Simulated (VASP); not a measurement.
```
CELL_PARAMETERS angstrom
      0.00000     2.74735     2.74735
      2.74735     0.00000     2.74735
      2.74735     2.74735     0.00000
ATOMIC_POSITIONS crystal
  As 0.00000 0.00000 0.00000
  Pt 0.50000 0.50000 0.50000
```

These are PBE GGA, VASP's PBE PAW potentials (set 64) (plane waves; VASP) values and carry that method's errors. Run with 400 eV cut-off, 8×8×8 Γ-centred mesh, Gaussian smearing of 0.050 eV, potentials As Pt.

Question: Give the stress tensor in GPa (positive for a compressed cell).

Answer: 
```
-14.29    0.00    0.00
  0.00  -14.29    0.00
  0.00    0.00  -14.29
```
The pressure is its mean diagonal, -14.29 GPa.

The structure was generated: AsPt was put into the rocksalt type (Fm-3m), which need not be its known phase. The cell was not relaxed at this level. The electron count is odd and the run is not spin-polarised, which forces a metal.
